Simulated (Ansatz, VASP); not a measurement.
# Cross-check of SiO2 between VASP and Ansatz, part 2 of 3

One calculation is typed for both programs; each brings its own data sets. How far apart do they land? The cell is taken from a series of runs on this material, whose earlier steps may have relaxed, scaled, displaced or heated it; both programs get it as it stands.

VASP 6.6.1 and Ansatz 0.2.0.

So far: Starting point; VASP: zone-centre phonons, LDA.

**2. VASP: zone-centre phonons, LDA (continued)**

Level of this step: LDA; plane waves and PAW (O, Si) (VASP).

OUTCAR, selected parts (step 2):

```text
ion  position               nearest neighbor table
   1  0.695  0.695  0.000-   5 1.76   5 1.76   6 1.77
   2  0.195  0.805  0.500-   6 1.76   6 1.76   5 1.77
   3  0.305  0.305  0.000-   5 1.76   5 1.76   6 1.77
   4  0.805  0.195  0.500-   6 1.76   6 1.76   5 1.77
   5  0.500  0.500  0.500-   1 1.76   3 1.76   1 1.76   3 1.76   2 1.77   4 1.77
   6  0.000  0.000  0.000-   2 1.76   4 1.76   2 1.76   4 1.76   3 1.77   1 1.77

  LATTYP: Found a simple tetragonal cell.
 ALAT       =     4.1133636323
 C/A-ratio  =     0.6505031312

 Subroutine GETGRP returns: Found 16 space group operations
 (whereof  8 operations were pure point group operations)

The static configuration has the point symmetry D_2h.
 The point group associated with its full space group is D_4h.

 Found     75 irreducible k-points:

   k-points           NKPTS =     75   k-points in BZ     NKDIM =     75   number of bands    NBANDS=     22

   dimension x,y,z NGX =    36 NGY =   36 NGZ =   24
   dimension x,y,z NGXF=    72 NGYF=   72 NGZF=   48

   ENCUT  =  600.0 eV  44.10 Ry    6.64 a.u.   8.22  8.22  5.34*2*pi/ulx,y,z

   NELECT =      32.0000    total number of electrons

 k-points in reciprocal lattice and weights: Automatic mesh
   0.00000000  0.00000000  0.00000000       0.002
   0.12500000  0.00000000  0.00000000       0.008
   0.25000000  0.00000000  0.00000000       0.008
   0.37500000  0.00000000  0.00000000       0.008
   0.50000000  0.00000000  0.00000000       0.004
   0.12500000  0.12500000  0.00000000       0.008
   0.25000000  0.12500000  0.00000000       0.016
   0.37500000  0.12500000  0.00000000       0.016
   0.50000000  0.12500000  0.00000000       0.008
[...]
0.50000000  0.37500000  0.50000000       0.008
   0.50000000  0.50000000  0.50000000       0.002

[...]
2     0.32476     3.77011     0.00000
    3     0.00000     0.00000     4.03708

 Eigenvectors and eigenvalues of the dynamical matrix
 ----------------------------------------------------

   1 f  =   29.137973 THz   183.079287 2PiTHz  971.938176 cm-1   120.504921 meV
             X         Y         Z           dx          dy          dz
      2.859885  2.859885  0.000000     0.353553    0.353553   -0.000000
      0.803203  3.310161  1.337878    -0.353553    0.353553   -0.000000
      1.253479  1.253479  0.000000    -0.353553   -0.353553    0.000000
      3.310161  0.803203  1.337878     0.353553   -0.353553    0.000000
      2.056682  2.056682  1.337878    -0.000000   -0.000000   -0.000000
      0.000000  0.000000  0.000000    -0.000000    0.000000   -0.000000

   2 f  =   24.811759 THz   155.896880 2PiTHz  827.631198 cm-1   102.613144 meV
             X         Y         Z           dx          dy          dz
      2.859885  2.859885  0.000000     0.175421   -0.090357   -0.000000
      0.803203  3.310161  1.337878    -0.375042    0.343582    0.000000
      1.253479  1.253479  0.000000     0.175421   -0.090357    0.000000
      3.310161  0.803203  1.337878    -0.375042    0.343582    0.000000
      2.056682  2.056682  1.337878    -0.146546    0.043201    0.000000
      0.000000  0.000000  0.000000     0.447764   -0.425303   -0.000000

   3 f  =   24.811759 THz   155.896880 2PiTHz  827.631198 cm-1   102.613144 meV
             X         Y         Z           dx          dy          dz
      2.859885  2.859885  0.000000    -0.343582   -0.375042   -0.000000
      0.803203  3.310161  1.337878     0.090357    0.175421   -0.000000
      1.253479  1.253479  0.000000    -0.343582   -0.375042    0.000000
      3.310161  0.803203  1.337878     0.090357    0.175421    0.000000
      2.056682  2.056682  1.337878     0.425303    0.447764    0.000000
      0.000000  0.000000  0.000000    -0.043201   -0.146546   -0.000000

   4 f  =   23.246270 THz   146.060623 2PiTHz  775.412106 cm-1    96.138805 meV
             X         Y         Z           dx          dy          dz
      2.859885  2.859885  0.000000    -0.353553   -0.353553    0.000000
      0.803203  3.310161  1.337878    -0.353553    0.353553   -0.000000
      1.253479  1.253479  0.000000     0.353553    0.353553   -0.000000
      3.310161  0.803203  1.337878     0.353553   -0.353553   -0.000000
      2.056682  2.056682  1.337878     0.000000    0.000000   -0.000000
      0.000000  0.000000  0.000000    -0.000000   -0.000000    0.000000

   5 f  =   23.168694 THz   145.573195 2PiTHz  772.824432 cm-1    95.817975 meV
             X         Y         Z           dx          dy          dz
      2.859885  2.859885  0.000000     0.000000   -0.000000    0.452004
      0.803203  3.310161  1.337878    -0.000000    0.000000   -0.452004
      1.253479  1.253479  0.000000     0.000000   -0.000000    0.452004
      3.310161  0.803203  1.337878    -0.000000    0.000000   -0.452004
      2.056682  2.056682  1.337878    -0.000000    0.000000   -0.302300
      0.000000  0.000000  0.000000    -0.000000   -0.000000    0.302300

   6 f  =   19.810381 THz   124.472294 2PiTHz  660.803175 cm-1    81.929115 meV
             X         Y         Z           dx          dy          dz
      2.859885  2.859885  0.000000     0.000000    0.000000    0.341803
      0.803203  3.310161  1.337878     0.000000   -0.000000    0.341803
      1.253479  1.253479  0.000000     0.000000    0.000000    0.341803
      3.310161  0.803203  1.337878     0.000000   -0.000000    0.341803
      2.056682  2.056682  1.337878    -0.000000    0.000000   -0.516082
      0.000000  0.000000  0.000000    -0.000000   -0.000000   -0.516082

   7 f  =   18.912829 THz   118.832809 2PiTHz  630.864067 cm-1    78.217140 meV
             X         Y         Z           dx          dy          dz
      2.859885  2.859885  0.000000     0.244849    0.131273   -0.000000
      0.803203  3.310161  1.337878    -0.212337    0.048668   -0.000000
      1.253479  1.253479  0.000000     0.244849    0.131273    0.000000
      3.310161  0.803203  1.337878    -0.212337    0.048668    0.000000
      2.056682  2.056682  1.337878     0.562887   -0.029638    0.000000
      0.000000  0.000000  0.000000    -0.611950   -0.241908    0.000000

   8 f  =   18.912829 THz   118.832809 2PiTHz  630.864067 cm-1    78.217140 meV
             X         Y         Z           dx          dy          dz
      2.859885  2.859885  0.000000    -0.048668   -0.212337   -0.000000
      0.803203  3.310161  1.337878    -0.131273    0.244849    0.000000
      1.253479  1.253479  0.000000    -0.048668   -0.212337    0.000000
      3.310161  0.803203  1.337878    -0.131273    0.244849   -0.000000
      2.056682  2.056682  1.337878     0.241908   -0.611950   -0.000000
      0.000000  0.000000  0.000000     0.029638    0.562887   -0.000000

   9 f  =   18.036953 THz   113.329520 2PiTHz  601.647998 cm-1    74.594811 meV
             X         Y         Z           dx          dy          dz
      2.859885  2.859885  0.000000    -0.353553    0.353553   -0.000000
      0.803203  3.310161  1.337878     0.353553    0.353553    0.000000
      1.253479  1.253479  0.000000     0.353553   -0.353553    0.000000
      3.310161  0.803203  1.337878    -0.353553   -0.353553   -0.000000
      2.056682  2.056682  1.337878    -0.000000    0.000000   -0.000000
      0.000000  0.000000  0.000000     0.000000    0.000000   -0.000000

  10 f  =   17.808647 THz   111.895030 2PiTHz  594.032525 cm-1    73.650613 meV
             X         Y         Z           dx          dy          dz
      2.859885  2.859885  0.000000     0.000000   -0.000000    0.000751
      0.803203  3.310161  1.337878    -0.000000   -0.000000    0.707106
      1.253479  1.253479  0.000000    -0.000000    0.000000   -0.000751
      3.310161  0.803203  1.337878     0.000000    0.000000   -0.707106
      2.056682  2.056682  1.337878     0.000000    0.000000    0.000000
      0.000000  0.000000  0.000000    -0.000000   -0.000000   -0.000000

  11 f  =   17.808647 THz   111.895030 2PiTHz  594.032525 cm-1    73.650613 meV
             X         Y         Z           dx          dy          dz
      2.859885  2.859885  0.000000     0.000000   -0.000000   -0.707106
      0.803203  3.310161  1.337878     0.000000   -0.000000    0.000751
      1.253479  1.253479  0.000000     0.000000   -0.000000    0.707106
      3.310161  0.803203  1.337878     0.000000   -0.000000   -0.000751
      2.056682  2.056682  1.337878    -0.000000    0.000000    0.000000
      0.000000  0.000000  0.000000    -0.000000   -0.000000    0.000000

  12 f  =   14.346336 THz    90.140688 2PiTHz  478.542263 cm-1    59.331652 meV
             X         Y         Z           dx          dy          dz
      2.859885  2.859885  0.000000     0.265648   -0.282490    0.000000
      0.803203  3.310161  1.337878    -0.275426   -0.291703    0.000000
      1.253479  1.253479  0.000000     0.265648   -0.282490   -0.000000
      3.310161  0.803203  1.337878    -0.275426   -0.291703   -0.000000
      2.056682  2.056682  1.337878    -0.014976    0.433354   -0.000000
      0.000000  0.000000  0.000000     0.029747    0.434115   -0.000000

  13 f  =   14.346336 THz    90.140688 2PiTHz  478.542263 cm-1    59.331652 meV
             X         Y         Z           dx          dy          dz
      2.859885  2.859885  0.000000    -0.291703    0.275426   -0.000000
      0.803203  3.310161  1.337878    -0.282490   -0.265648    0.000000
      1.253479  1.253479  0.000000    -0.291703    0.275426    0.000000
      3.310161  0.803203  1.337878    -0.282490   -0.265648   -0.000000
      2.056682  2.056682  1.337878     0.434115   -0.029747   -0.000000
      0.000000  0.000000  0.000000     0.433354    0.014976    0.000000
    [... 43 further lines ...]
      2.056682  2.056682  1.337878     0.483288    0.005772    0.000000
      0.000000  0.000000  0.000000     0.483288    0.005735    0.000000

 MACROSCOPIC STATIC DIELECTRIC TENSOR IONIC CONTRIBUTION
 ------------------------------------------------------
           6.770671    -0.000000     0.000000
          -0.000000     6.770671     0.000000
           0.000000     0.000000     5.424054
 ------------------------------------------------------

 ELASTIC MODULI CONTR FROM IONIC RELAXATION (kBar)
 Direction    XX          YY          ZZ          XY          YZ          ZX
 --------------------------------------------------------------------------------
 XX        -851.6385    376.0538    -44.9645     -0.0000      0.0000     -0.0000
 YY         376.0538   -851.6385    -44.9645      0.0000     -0.0000      0.0000
 ZZ         -44.9645    -44.9645     -8.5024      0.0000      0.0000     -0.0000
 XY          -0.0000      0.0000      0.0000     -2.6330      0.0000     -0.0000
 YZ           0.0000     -0.0000      0.0000      0.0000    -57.4919     -0.0000
 ZX          -0.0000      0.0000     -0.0000     -0.0000     -0.0000    -75.4047
 --------------------------------------------------------------------------------

 PIEZOELECTRIC TENSOR IONIC CONTR  for field in x, y, z        (C/m^2)
          XX          YY          ZZ          XY          YZ          ZX
  --------------------------------------------------------------------------------
  x    -0.00000    -0.00000    -0.00000    -0.00000     0.00000    -0.00000
  y     0.00000    -0.00000     0.00000    -0.00000     0.00000    -0.00000
  z     0.00000    -0.00000     0.00000    -0.00000     0.00000    -0.00000
```

Energies printed during the response cycles are not total energies of the cell.

[end of part 2 of 3]

[Lines on the potential files, build, host, timing and source positions are cut from VASP's logs without a mark.]

[Logs are printed without paths, hosts, clocks, repeated set-up lines and the standing remarks that a program may print on its own settings, such as how far it seeks lower states.]

[Hosts, paths, dates, database ids (printed as entryN), source tags and the programs' standing remarks are cut or masked in the printed files.]
